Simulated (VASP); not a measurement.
Crystal: NaLaMnMoO6.

```
CELL_PARAMETERS angstrom
4.97775 -2.88146 0.02055
4.97775 2.88146 0.02055
-3.06086 0.00000 4.59785
ATOMIC_POSITIONS crystal
Na 0.99482 0.99482 0.49994
La 0.75307 0.75307 0.78825
Mn 0.25016 0.25016 0.19811
Mo 0.49867 0.49867 0.99722
O 0.30338 0.30338 0.61396
O 0.32902 0.82850 0.87649
O 0.19558 0.63630 0.15354
O 0.63630 0.19558 0.15354
O 0.82850 0.32902 0.87649
O 0.71050 0.71050 0.34246
```

The cell was built by a generator and needn't be a form met in nature.

- Program: VASP 6.6.1
- Task: relaxation of cell and atoms
- Functional: PBE
- Dispersion: D3(BJ)
- Potentials or basis: VASP PAW PBE potentials, release 64 (Na_pv, La, Mn_pv, Mo_sv, O)
- Cutoff: 600 eV
- k mesh: 6 × 6 × 6
- Occupations: fermi-dirac, width 0.05 eV
- Spin: collinear spin, ferromagnetic start
- Starting moments: [0.0, 0.0, 4.0, 1.0, 0.0, 0.0, 0.0, 0.0, 0.0, 0.0] μB

At the start: pressure -2.5 GPa; volume 13.23 Å³/atom.

**Question.** Where does the relaxation end?

**Answer.** Over 24 steps the energy falls by 5.1 meV/atom and the volume is 12.66 Å³/atom (-4.2 %); space group Cm (No. 8, to 0.05 Å); moment 5.00 μB per cell.

Step by step:
| step | energy change (eV) | largest force (eV/Å) | pressure (GPa) | volume (Å³) |
| --- | --- | --- | --- | --- |
| 1 | 0.0000 | 0.0618 | -2.47 | 132.26 |
| 2 | -0.0086 | 0.4021 | 2.05 | 128.39 |
| 3 | -0.0179 | 0.2487 | 0.10 | 129.99 |
| 4 | -0.0262 | 0.1571 | 0.00 | 129.20 |
| 5 | -0.0263 | 0.1751 | 0.00 | 129.09 |
| 6 | -0.0303 | 0.1290 | -0.05 | 128.83 |
| 7 | -0.0341 | 0.2081 | -0.11 | 128.23 |
| 8 | -0.0370 | 0.1143 | 0.00 | 127.98 |
| 9 | -0.0396 | 0.1839 | 0.25 | 127.41 |
| 10 | -0.0422 | 0.1138 | -0.02 | 127.40 |
| 11 | -0.0430 | 0.1064 | -0.31 | 127.39 |
| 12 | -0.0449 | 0.0959 | 0.10 | 127.02 |
| 13 | -0.0450 | 0.0983 | 0.24 | 126.89 |
| 14 | -0.0471 | 0.0865 | 0.05 | 126.86 |
| 15 | -0.0478 | 0.0922 | -0.10 | 126.84 |
| 16 | -0.0490 | 0.0527 | 0.02 | 126.67 |
| 17 | -0.0490 | 0.0616 | 0.05 | 126.63 |
| 18 | -0.0498 | 0.0386 | 0.02 | 126.61 |
| 19 | -0.0502 | 0.0520 | -0.01 | 126.59 |
| 20 | -0.0505 | 0.0494 | 0.13 | 126.55 |
| 21 | -0.0505 | 0.0299 | 0.09 | 126.56 |
| 22 | -0.0507 | 0.0294 | -0.11 | 126.71 |
| 23 | -0.0507 | 0.0287 | -0.11 | 126.70 |
| 24 | -0.0508 | 0.0159 | 0.02 | 126.64 |

Final structure:
```
CELL_PARAMETERS angstrom
4.85675 -2.86398 -0.03791
4.85675 2.86398 -0.03791
-3.04057 0.00000 4.57604
ATOMIC_POSITIONS crystal
Na 0.00549 0.00549 0.50207
La 0.75652 0.75652 0.78351
Mn 0.24979 0.24979 0.20331
Mo 0.49883 0.49883 0.99714
O 0.29046 0.29046 0.61121
O 0.31969 0.82555 0.87028
O 0.19740 0.63720 0.16050
O 0.63720 0.19740 0.16050
O 0.82555 0.31969 0.87028
O 0.71906 0.71906 0.34120
```

Caveat: a cell with one magnetic atom can't hold antiferromagnetic order, which such compounds often take.
